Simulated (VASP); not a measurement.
# A VASP study of FeNi (Tetrataenite) (PBEsol): structure first, properties next, part 2 of 7

Wanted: the relaxed cell of FeNi (Tetrataenite) and its properties. The start is a cell from a database of measured crystal structures.

VASP 6.6.1, plane waves and PAW; the level of theory is named at each step.

So far, moment of the cell, from the last line of the log (μB): step 2 (magnetic order: ferromagnetic) 3.24.

## Step 4: Magnetic order: antiferromagnetic, q = (0, 0, 1/2)

This step: PBEsol, spin-polarised from an antiferromagnetic start; plane waves and PAW (Fe, Ni) (VASP 6.6.1).

System of this step: FeNi (Tetrataenite). It takes space group P4/mmm (No. 123, tetragonal). The conventional cell has a = 2.533 Å, b = 2.533 Å, c = 3.582 Å, α = 90.00°, β = 90.00°, γ = 90.00°. Nearest to Fe lie 8 Ni at 2.53 Å and 4 Fe at 2.53 Å. Ni has 8 Fe at 2.53 Å and 4 Ni at 2.53 Å nearest. Farther neighbours are not listed.

Next, a pattern with opposite moments, which needs a doubled cell; q is given in the reciprocal vectors of the primitive cell.

INCAR

```
SYSTEM = FeNi
PREC = Accurate
ENCUT = 400
EDIFF = 1E-06
NELM = 100
ISMEAR = 1
SIGMA = 0.2
LREAL = .FALSE.
ALGO = Normal
GGA = PS
NBANDS = 26
ISPIN = 2
MAGMOM = 3 -3 1 -1
LASPH = .TRUE.
LMAXMIX = 4
LORBIT = 11
LWAVE = .FALSE.
LCHARG = .FALSE.
KPAR = 4
ISIF = 2
```

POSCAR

```
FeNi
1.0
    2.5330000000      0.0000000000      0.0000000000
    0.0000000000      2.5330000000      0.0000000000
    0.0000000000      0.0000000000      7.1640000000
Fe Ni
2 2
Direct
    0.0000000000      0.0000000000      0.0000000000
    0.0000000000      0.0000000000      0.5000000000
    0.5000000000      0.5000000000      0.2500000000
    0.5000000000      0.5000000000      0.7500000000
```

KPOINTS

```
Automatic mesh
0
Gamma
9 9 3
0 0 0
```

PAW data sets: Fe and Ni (PBE family, release 64).

On the command line:

```sh
$ mpirun -np 4 vasp_std
```

The program printed:

```text
[banner, memory and clock lines left out]
running    4 mpi-ranks, on    1 nodes
 distrk:  each k-point on    1 cores,    4 groups
 distr:  one band on    1 cores,    1 groups

 POSCAR found type information on POSCAR FeNi
 POSCAR found :  2 types and       4 ions
 [... a notice as in an earlier step ...]

 LDA part: xc-table for (Slater+PW92), standard interpolation
 POSCAR, INCAR and KPOINTS ok, starting setup
 FFT: planning ... GRIDC
 FFT: planning ... GRID_SOFT
 FFT: planning ... GRID
 WAVECAR not read
 entering main loop
       N       E                     dE             d eps       ncg     rms          rms(c)
DAV:   1     0.207976814393E+03    0.20798E+03   -0.13675E+04  3224   0.156E+03
DAV:   2    -0.232495617746E+02   -0.23123E+03   -0.22036E+03  3122   0.322E+02
DAV:   3    -0.347999703996E+02   -0.11550E+02   -0.10891E+02  3310   0.100E+02
DAV:   4    -0.349610363157E+02   -0.16107E+00   -0.16014E+00  3388   0.126E+01
DAV:   5    -0.349649825984E+02   -0.39463E-02   -0.39454E-02  4336   0.166E+00    0.221E+01
DAV:   6    -0.307712248615E+02    0.41938E+01   -0.43708E+01  3194   0.971E+01    0.147E+01
DAV:   7    -0.307578393849E+02    0.13385E-01   -0.87330E+00  3410   0.596E+01    0.148E+01
DAV:   8    -0.304157988517E+02    0.34204E+00   -0.83124E+00  3554   0.658E+01    0.105E+01
DAV:   9    -0.299365534835E+02    0.47925E+00   -0.88153E-01  4308   0.239E+01    0.311E+00
DAV:  10    -0.298930591149E+02    0.43494E-01   -0.18886E-01  5354   0.828E+00    0.869E-01
DAV:  11    -0.298947667369E+02   -0.17076E-02   -0.26564E-02  5102   0.280E+00    0.413E-01
DAV:  12    -0.298954267489E+02   -0.66001E-03   -0.48089E-03  3550   0.105E+00    0.167E-01
DAV:  13    -0.298953468966E+02    0.79852E-04   -0.59821E-04  3766   0.384E-01    0.722E-02
DAV:  14    -0.298953569128E+02   -0.10016E-04   -0.74634E-05  3558   0.165E-01    0.307E-02
DAV:  15    -0.298953575681E+02   -0.65534E-06   -0.12458E-05  4734   0.574E-02    0.964E-03
DAV:  16    -0.298953574660E+02    0.10213E-06   -0.18733E-06  2002   0.162E-02
   1 F= -.29895357E+02 E0= -.29889313E+02  d E =-.181335E-01  mag=    -0.0000
```

It took 21 s on 4 MPI ranks of AMD EPYC 7R43, shared host; peak memory 0.57 GiB; 82 s of CPU time.

Parts of OUTCAR (step 4):

```text
  LATTYP: Found a simple tetragonal cell.
 ALAT       =     2.5330000000
 C/A-ratio  =     2.8282668772

The static configuration has the point symmetry D_4h.

 Found     30 irreducible k-points:

   k-points           NKPTS =     30   k-points in BZ     NKDIM =     30   number of bands    NBANDS=     26

   dimension x,y,z NGX =    18 NGY =   18 NGZ =   48
   dimension x,y,z NGXF=    36 NGYF=   36 NGZF=   96

   ENCUT  =  400.0 eV  29.40 Ry    5.42 a.u.   4.13  4.13 11.68*2*pi/ulx,y,z

   NELECT =      36.0000    total number of electrons

 E-fermi :   7.1737

 spin component 1
 k-point     1 :       0.0000    0.0000    0.0000
  band No.  band energies     occupation
    ...
     15       5.9866      1.00000
     16       6.3257      1.00000
     17       6.3257      1.00000
     18       6.6071      1.00023
     19       6.6853      1.00149
     20       7.2780      0.11829
     21       8.3739     -0.00000
     22       8.3739     -0.00000
     23       8.9894     -0.00000
     24       9.5695     -0.00000
    ...

 k-point     2 :       0.1111    0.0000    0.0000
  band No.  band energies     occupation
    ...
     15       6.1759      1.00000
     16       6.2164      1.00000
     17       6.2458      1.00000
     18       6.5989      1.00019
     19       6.6700      1.00106
     20       7.3984     -0.03365
     21       7.8313     -0.00002
     22       8.3854     -0.00000
     23       8.8685     -0.00000
     24      10.6860     -0.00000
    ...

 k-point     3 :       0.2222    0.0000    0.0000
  band No.  band energies     occupation
    ...
     15       6.1486      1.00000
     16       6.2912      1.00000
     17       6.4178      1.00000
     18       6.4357      1.00000
     19       6.6848      1.00148
     20       7.6488     -0.00198
     21       7.7601     -0.00014
     22       8.4144     -0.00000
     23       8.5942     -0.00000
     24      12.5838      0.00000
    ...

 k-point     4 :       0.3333    0.0000    0.0000
  band No.  band energies     occupation
    ...
     15       6.0065      1.00000
     16       6.3067      1.00000
     17       6.3958      1.00000
     18       6.5831      1.00012
     19       6.8842      1.02992
     20       7.7058     -0.00055
     21       8.1838     -0.00000
     22       8.3340     -0.00000
     23       8.4484     -0.00000
     24      12.2747      0.00000
    ...

  Total       -3.9434098     -3.9434098     -3.5755987      0.0000000      0.0000000      0.0000000
  in kB     -137.4537322   -137.4537322   -124.6331014      0.0000000      0.0000000      0.0000000
  external PRESSURE =    -133.1801886 kB  Pullay stress =       0.0000000 kB

  energy-cutoff  :      400.00
  volume of cell :       45.96
      direct lattice vectors                 reciprocal lattice vectors
     2.533000000  0.000000000  0.000000000     0.394788788  0.000000000  0.000000000
     0.000000000  2.533000000  0.000000000     0.000000000  0.394788788  0.000000000
     0.000000000  0.000000000  7.164000000     0.000000000  0.000000000  0.139586823

 POSITION                                       TOTAL-FORCE (eV/Angst)
 -----------------------------------------------------------------------------------
      0.00000      0.00000      0.00000         0.000000     -0.000000      0.000044
      0.00000      0.00000      3.58200         0.000000     -0.000000      0.000044
      1.26650      1.26650      1.79100         0.000000      0.000000     -0.000044
      1.26650      1.26650      5.37300         0.000000     -0.000000     -0.000044
 -----------------------------------------------------------------------------------
    total drift:                                0.000000      0.000000     -0.000266

  FREE ENERGIE OF THE ION-ELECTRON SYSTEM (eV)
  ---------------------------------------------------
  free  energy   TOTEN  =       -29.8953574660 eV

  energy  without entropy=      -29.8772239641  energy(sigma->0) =      -29.88931297

 total charge
# of ion       s       p       d       tot
------------------------------------------
    1        0.470   0.493   6.160   7.122
    2        0.470   0.493   6.160   7.122
    3        0.511   0.505   8.317   9.333
    4        0.511   0.505   8.317   9.333
--------------------------------------------------
tot          1.963   1.995  28.953  32.912

 magnetization (x)
# of ion       s       p       d       tot
------------------------------------------
    1        0.010   0.002   2.562   2.573
    2       -0.010  -0.002  -2.562  -2.573
    3        0.000  -0.000   0.000   0.000
    4       -0.000   0.000  -0.000  -0.000
--------------------------------------------------
tot          0.000   0.000   0.000   0.000

[... 1 part as in an earlier step ...]

[... 6 further parts left out ...]
```

At this level the cell is under a tension of 13.3 GPa, so at these settings it is away from equilibrium.

This step gave:

```
electronic steps        : 16
electrons               : 36
bands                   : 26
irreducible k points    : 30
symmetry operations     : 8
free energy (TOTEN)     : -29.90 eV
energy at zero smearing : -29.89 eV
Fermi energy            : 7.174 eV
pressure                : -13.32 GPa
```

Spin moment in the PAW sphere by atom:

| atom | spin moment in the PAW sphere (μB) |
| --- | --- |
| Fe1 | 2.57 |
| Fe2 | -2.57 |
| Ni3 | 0.00 |
| Ni4 | 0.00 |

The energy lies +80.9 meV an atom from the first pattern. The run ends antiferromagnetic with a largest moment of 2.57 μB, and the mesh shows no gap.

## Step 5: Magnetic order: antiferromagnetic, q = (1/2, 1/2, 1/2)

Next, a pattern with opposite moments, which needs a doubled cell; q is given in the reciprocal vectors of the primitive cell.

INCAR is that of step 4.

POSCAR

```
FeNi
1.0
    5.0660000000      0.0000000000      0.0000000000
    2.5330000000      2.5330000000      0.0000000000
    2.5330000000      0.0000000000      3.5820000000
Fe Ni
2 2
Direct
    0.0000000000      0.0000000000      0.0000000000
    0.5000000000      0.0000000000      0.0000000000
    0.7500000000      0.5000000000      0.5000000000
    0.2500000000      0.5000000000      0.5000000000
```

KPOINTS

```
Automatic mesh
0
Gamma
9 9 9
0 0 0
```

On the command line:

```sh
$ mpirun -np 4 vasp_std
```

The program printed:

```text
[... set-up lines as in an earlier step ...]
 entering main loop
       N       E                     dE             d eps       ncg     rms          rms(c)
DAV:   1     0.207768078094E+03    0.20777E+03   -0.13652E+04  8040   0.156E+03
DAV:   2    -0.232751618628E+02   -0.23104E+03   -0.22035E+03  7832   0.323E+02
DAV:   3    -0.352587857125E+02   -0.11984E+02   -0.11344E+02  8092   0.102E+02
DAV:   4    -0.354247235440E+02   -0.16594E+00   -0.16525E+00  8560   0.128E+01
DAV:   5    -0.354288465274E+02   -0.41230E-02   -0.41226E-02 10874   0.169E+00    0.224E+01
DAV:   6    -0.309765468485E+02    0.44523E+01   -0.44636E+01  8082   0.103E+02    0.176E+01
DAV:   7    -0.329202759665E+02   -0.19437E+01   -0.15336E+01  8546   0.104E+02    0.220E+01
DAV:   8    -0.297842776206E+02    0.31360E+01   -0.74848E+00  8780   0.668E+01    0.408E+00
DAV:   9    -0.298506911228E+02   -0.66414E-01   -0.73985E-01  8736   0.110E+01    0.237E+00
DAV:  10    -0.298215054504E+02    0.29186E-01   -0.11216E-01  9146   0.902E+00    0.113E+00
DAV:  11    -0.298162614394E+02    0.52440E-02   -0.21832E-02  8568   0.180E+00    0.355E-01
DAV:  12    -0.298158383338E+02    0.42311E-03   -0.20162E-03  8266   0.625E-01    0.136E-01
DAV:  13    -0.298158779940E+02   -0.39660E-04   -0.29210E-04 13436   0.359E-01    0.522E-02
DAV:  14    -0.298158692909E+02    0.87031E-05   -0.91389E-05  8354   0.116E-01    0.412E-02
DAV:  15    -0.298158651475E+02    0.41434E-05   -0.15201E-05  9442   0.978E-02    0.835E-03
DAV:  16    -0.298158651022E+02    0.45302E-07   -0.21042E-06  4672   0.188E-02
   1 F= -.29815865E+02 E0= -.29817511E+02  d E =0.493761E-02  mag=    -0.0000
```

Elapsed: 63 s, on 4 MPI ranks; peak memory 0.85 GiB.

Parts of OUTCAR (step 5):

```text
   k-points           NKPTS =     75   k-points in BZ     NKDIM =     75   number of bands    NBANDS=     26

   ENCUT  =  400.0 eV  29.40 Ry    5.42 a.u.   8.26  5.84  7.15*2*pi/ulx,y,z

   NELECT =      36.0000    total number of electrons

 E-fermi :   7.3577

 spin component 1
 k-point     1 :       0.0000    0.0000    0.0000
  band No.  band energies     occupation
    ...
     12       5.6017      1.00000
     13       5.6795      1.00000
     14       6.1155      1.00000
     15       6.4712      1.00000
     16       7.1128      1.03546
     17       7.6139     -0.03501
     18       7.7079     -0.01640
     19       7.7663     -0.00695
     20       7.7663     -0.00695
     21       8.3296     -0.00000
    ...

 k-point     2 :       0.1111    0.0000   -0.0000
  band No.  band energies     occupation
    ...
     13       5.6906      1.00000
     14       6.1351      1.00000
     15       6.4410      1.00000
     16       7.0137      1.01767
     17       7.2614      0.85997
     18       7.6103     -0.03525
     19       7.6597     -0.02720
     20       7.7841     -0.00510
     21       8.2012     -0.00000
     22       9.9856     -0.00000
    ...

  Total       -4.0791210     -4.0791210     -3.9978594      0.0000000      0.0000000      0.0000000
  in kB     -142.1841576   -142.1841576   -139.3516602      0.0000000      0.0000000      0.0000000
  external PRESSURE =    -141.2399918 kB  Pullay stress =       0.0000000 kB

 POSITION                                       TOTAL-FORCE (eV/Angst)
 -----------------------------------------------------------------------------------
      0.00000      0.00000      0.00000         0.000000      0.000000     -0.000000
      2.53300      0.00000      0.00000         0.000000      0.000000     -0.000000
      6.33250      1.26650      1.79100        -0.000000     -0.000000      0.000000
      3.79950      1.26650      1.79100        -0.000000     -0.000000      0.000000
 -----------------------------------------------------------------------------------
    total drift:                                0.000000     -0.000000     -0.000000

  FREE ENERGIE OF THE ION-ELECTRON SYSTEM (eV)
  ---------------------------------------------------
  free  energy   TOTEN  =       -29.8158651022 eV

  energy  without entropy=      -29.8208027138  energy(sigma->0) =      -29.81751097

 magnetization (x)
# of ion       s       p       d       tot
------------------------------------------
    1        0.032   0.033   2.516   2.581
    2       -0.032  -0.033  -2.516  -2.581
    3        0.000   0.000   0.000   0.000
    4       -0.000  -0.000  -0.000  -0.000
--------------------------------------------------
tot          0.000   0.000   0.000   0.000

[... 1 part as in an earlier step ...]

[... 14 further parts left out ...]
```

At this level the cell is under a tension of 14.1 GPa, so at these settings it is away from equilibrium.

Numbers from this step:

```yaml
irreducible_k_points: 75
free_energy_toten: -29.82 eV
energy_at_zero_smearing: -29.82 eV
fermi_energy: 7.358 eV
pressure: -14.12 GPa
```

The energy lies +98.8 meV an atom from the first pattern. The run ends antiferromagnetic with a largest moment of 2.58 μB, and the mesh shows no gap.

## Step 6: Magnetic order: antiferromagnetic, q = (1/2, 1/2, 0)

Next, a pattern with opposite moments, which needs a doubled cell; q is given in the reciprocal vectors of the primitive cell.

INCAR is that of step 5.

POSCAR

```
FeNi
1.0
    5.0660000000      0.0000000000      0.0000000000
    2.5330000000      2.5330000000      0.0000000000
    0.0000000000      0.0000000000      3.5820000000
Fe Ni
2 2
Direct
    0.0000000000      0.0000000000      0.0000000000
    0.5000000000      0.0000000000      0.0000000000
    0.0000000000      0.5000000000      0.5000000000
    0.5000000000      0.5000000000      0.5000000000
```

KPOINTS

```
Automatic mesh
0
Gamma
9 9 6
0 0 0
```

On the command line:

```sh
$ mpirun -np 4 vasp_std
```

The program printed:

```text
[... set-up lines as in an earlier step ...]
 entering main loop
       N       E                     dE             d eps       ncg     rms          rms(c)
DAV:   1     0.209265402642E+03    0.20927E+03   -0.13664E+04 10776   0.157E+03
DAV:   2    -0.227931702732E+02   -0.23206E+03   -0.22148E+03 10424   0.324E+02
DAV:   3    -0.348129142524E+02   -0.12020E+02   -0.11344E+02 10844   0.102E+02
DAV:   4    -0.349829058747E+02   -0.16999E+00   -0.16930E+00 11220   0.129E+01
DAV:   5    -0.349870982271E+02   -0.41924E-02   -0.41917E-02 14298   0.171E+00    0.224E+01
DAV:   6    -0.310113684692E+02    0.39757E+01   -0.46401E+01 10894   0.103E+02    0.198E+01
DAV:   7    -0.348770256378E+02   -0.38657E+01   -0.30458E+01 11952   0.136E+02    0.258E+01
DAV:   8    -0.293991904638E+02    0.54778E+01   -0.80639E+00 12020   0.685E+01    0.535E+00
DAV:   9    -0.294467686321E+02   -0.47578E-01   -0.10949E+00 12030   0.148E+01    0.198E+00
DAV:  10    -0.294413002932E+02    0.54683E-02   -0.11883E-01 12944   0.423E+00    0.987E-01
DAV:  11    -0.294373895711E+02    0.39107E-02   -0.15922E-02 14502   0.175E+00    0.358E-01
DAV:  12    -0.294385541056E+02   -0.11645E-02   -0.80306E-03 11216   0.167E+00    0.367E-01
DAV:  13    -0.294378389927E+02    0.71511E-03   -0.16490E-03 11438   0.108E+00    0.772E-02
DAV:  14    -0.294378525977E+02   -0.13605E-04   -0.25030E-04 12040   0.173E-01    0.458E-02
DAV:  15    -0.294378509648E+02    0.16329E-05   -0.52105E-05 11602   0.163E-01    0.200E-02
DAV:  16    -0.294378507832E+02    0.18151E-06   -0.71210E-06 10450   0.560E-02
   1 F= -.29437851E+02 E0= -.29430044E+02  d E =-.234216E-01  mag=    -0.0000
```

Wall time 66 s (4 MPI ranks); peak memory 0.89 GiB.

From OUTCAR (step 6):

```text
   k-points           NKPTS =    100   k-points in BZ     NKDIM =    100   number of bands    NBANDS=     26

   ENCUT  =  400.0 eV  29.40 Ry    5.42 a.u.   8.26  5.84  5.84*2*pi/ulx,y,z

   NELECT =      36.0000    total number of electrons

 E-fermi :   7.4230

 spin component 1
 k-point     1 :       0.0000    0.0000    0.0000
  band No.  band energies     occupation
    ...
     12       6.3065      1.00000
     13       6.7865      1.00003
     14       6.9904      1.00456
     15       6.9906      1.00458
     16       7.1075      1.02409
     17       8.0039     -0.00016
     18       8.0710     -0.00002
     19       8.3039     -0.00000
     20       8.3039     -0.00000
     21       8.3058     -0.00000
    ...

 k-point     2 :       0.1111    0.0000    0.0000
  band No.  band energies     occupation
    ...
     12       6.2694      1.00000
     13       6.7278      1.00001
     14       6.7293      1.00001
     15       6.8618      1.00026
     16       6.9907      1.00458
     17       7.8847     -0.00261
     18       7.9818     -0.00028
     19       7.9920     -0.00022
     20       8.0179     -0.00011
     21       8.3004     -0.00000
    ...

  Total       -4.1744617     -4.1744617     -4.6893359     -0.0015818      0.0000000      0.0000000
  in kB     -145.5074086   -145.5074086   -163.4541566     -0.0551376      0.0000000      0.0000000
  external PRESSURE =    -151.4896579 kB  Pullay stress =       0.0000000 kB

 POSITION                                       TOTAL-FORCE (eV/Angst)
 -----------------------------------------------------------------------------------
      0.00000      0.00000      0.00000        -0.000000      0.000000     -0.000000
      2.53300      0.00000      0.00000        -0.000000      0.000000      0.000000
      1.26650      1.26650      1.79100         0.000000     -0.000000     -0.000000
      3.79950      1.26650      1.79100         0.000000     -0.000000     -0.000000
 -----------------------------------------------------------------------------------
    total drift:                                0.000000      0.000000      0.000000

  FREE ENERGIE OF THE ION-ELECTRON SYSTEM (eV)
  ---------------------------------------------------
  free  energy   TOTEN  =       -29.4378507832 eV

  energy  without entropy=      -29.4144292013  energy(sigma->0) =      -29.43004359

 magnetization (x)
# of ion       s       p       d       tot
------------------------------------------
    1        0.022   0.040   2.239   2.301
    2       -0.022  -0.040  -2.239  -2.301
    3        0.000   0.000   0.000   0.000
    4       -0.000  -0.000  -0.000  -0.000
--------------------------------------------------
tot          0.000   0.000   0.000   0.000

[... 1 part as in an earlier step ...]

[... 14 further parts left out ...]
```

At this level the cell is under a tension of 15.1 GPa, so at these settings it is away from equilibrium.

Numbers from this step:

```
irreducible k points    : 100
free energy (TOTEN)     : -29.44 eV
energy at zero smearing : -29.43 eV
Fermi energy            : 7.423 eV
pressure                : -15.15 GPa
```

Spin moment in the PAW sphere by atom:

| atom | spin moment in the PAW sphere (μB) |
| --- | --- |
| Fe1 | 2.30 |
| Fe2 | -2.30 |
| Ni3 | 0.00 |
| Ni4 | 0.00 |

The energy lies +195.7 meV an atom from the first pattern. The run ends antiferromagnetic with a largest moment of 2.30 μB, and the mesh shows no gap.

## Step 7: The orders side by side

This step: collinear orders at PBEsol; plane waves and PAW (VASP 6.6.1).

This step runs nothing: it gathers the runs above.

Patterns, by row:

| start | atoms | energy less that of the first (meV/atom) | largest site moment (μB) | end state |
| --- | --- | --- | --- | --- |
| ferromagnetic | 2 | 0 | 2.64 | ferromagnetic |
| antiferromagnetic within the cell | 2 | 0 | 2.64 | ferromagnetic |
| antiferromagnetic, q = (0, 0, 1/2) | 4 | 80.9 | 2.57 | antiferromagnetic |
| antiferromagnetic, q = (1/2, 1/2, 1/2) | 4 | 98.8 | 2.58 | antiferromagnetic |
| antiferromagnetic, q = (1/2, 1/2, 0) | 4 | 195.7 | 2.3 | antiferromagnetic |

The session goes on in the lowest magnetic state found: ferromagnetic. The next one lies 80.9 meV an atom higher.

(Continued in part 3 of 7.)

[Lines on the potential files, build, host, timing and source positions are cut from VASP's logs without a mark.]

[Logs are printed without paths, hosts, clocks, repeated set-up lines and the standing remarks that a program may print on its own settings, such as how far it seeks lower states.]

[Hosts, paths, dates, database ids (printed as entryN), source tags and the programs' standing remarks are cut or masked in the printed files.]

[A measured line is paired with the nearest computed mode of its activity, which favours agreement.]
